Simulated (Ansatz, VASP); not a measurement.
Sr2CaCoO6 in VASP and in Ansatz

Contents of INCAR:

```
SYSTEM = Sr2CaCoO6
ALGO = Normal ; EDIFF = 1E-6
ENCUT = 520 ; GGA = PS
ISIF = 2 ; ISMEAR = 0
LASPH = .TRUE. ; LCHARG = .FALSE.
LREAL = .FALSE. ; LWAVE = .FALSE.
NBANDS = 48 ; NELM = 80
PREC = Accurate ; SIGMA = 0.0503
```

Contents of KPOINTS:

```
k-points
0
G
  4 4 4
  0 0 0
```

POSCAR

```
Sr2CaCoO6
1.0
    0.0000000000      3.9921990000      3.9921990000
    3.9921990000      0.0000000000      3.9921990000
    3.9921990000      3.9921990000      0.0000000000
Ca Sr O Co
1 2 6 1
Direct
    0.0000000000      0.0000000000      0.0000000000
    0.2500000000      0.2500000000      0.2500000000
    0.7500000000      0.7500000000      0.7500000000
    0.7500000000      0.2500000000      0.2500000000
    0.2500000000      0.7500000000      0.2500000000
    0.2500000000      0.7500000000      0.7500000000
    0.7500000000      0.2500000000      0.7500000000
    0.2500000000      0.2500000000      0.7500000000
    0.7500000000      0.7500000000      0.2500000000
    0.5000000000      0.5000000000      0.5000000000
```

Input for Ansatz:

```yaml
crystal:
  lattice:
    - [0.0, 3.992199, 3.992199]
    - [3.992199, 0.0, 3.992199]
    - [3.992199, 3.992199, 0.0]
  atoms:
    - { symbol: Ca, position: [0.0, 0.0, 0.0] }
    - { symbol: Sr, position: [0.25, 0.25, 0.25] }
    - { symbol: Sr, position: [0.75, 0.75, 0.75] }
    - { symbol: O, position: [0.75, 0.25, 0.25] }
    - { symbol: O, position: [0.25, 0.75, 0.25] }
    - { symbol: O, position: [0.25, 0.75, 0.75] }
    - { symbol: O, position: [0.75, 0.25, 0.75] }
    - { symbol: O, position: [0.25, 0.25, 0.75] }
    - { symbol: O, position: [0.75, 0.75, 0.25] }
    - { symbol: Co, position: [0.5, 0.5, 0.5] }
  symmetry: { tolerance: 0.0003 }
kpoints:
  mp_grid: { grid: [4, 4, 4], shift: [0, 0, 0] }
magnetization:
  spin_polarized: false
scf:
  occupations: { method: gaussian, width: 0.0503 }
hamiltonian:
  pseudopotentials: { kind: paw }
  xc: pbesol
basis:
  ecutwfc: 500
output:
  forces: true
  stress: true
  eigenvalues: true
  write_density: true
  write_potential: true
  elf: true
  volumetric_format: npy
```

The cell was built by a generator and needn't be a form met in nature.

Alike in both runs: task single point; functional PBEsol; k mesh 4 × 4 × 4; occupations gaussian, width 0.0503 eV; no spin polarisation.

|  | VASP | Ansatz |
| --- | --- | --- |
| version | VASP 6.6.1 | Ansatz 0.2.0 |
| potentials or method | VASP PAW PBE potentials, release 64 (Ca_sv, Sr_sv, O, Co) | PAW plane waves |
| plane-wave cutoff (eV) | 520 | 500 |
| valence electrons in the cell | 75 | 83 |

VASP gave:

| Quantity | Value |
| --- | --- |
| gap on the k mesh at the Fermi level (eV) | none |
| pressure (GPa) | 0.2 |
| rms of the force components (eV/Å) | 2.166 |

Question: Which values does Ansatz return?

Answer: gap on the k mesh at the Fermi level (eV): none; pressure (GPa): -0.6; rms of the force components (eV/Å): 2.147.

A gap of «none» marks a metal or a gap that the smearing closes. With one functional, cell and mesh, what is left measures potentials, basis and numerics. The two sets of potentials don't hold the same shells in valence.

Caveats: the PAW data sets were made with another functional, which shifts forces and pressure a little (VASP); an odd number of electrons without spin polarisation forces a metal; a magnetic or distorted state may lie lower; the run has no spin polarisation, though such a crystal can be magnetic; semilocal functionals often make such compounds metallic where correlation or magnetic order opens a gap, which also shifts bond lengths. Spin polarisation is off, so any magnetic state and its effect on volume and gap are missing. With open d or f shells a metallic result of PBEsol can be an artefact of self-interaction; +U or a hybrid may open a gap.
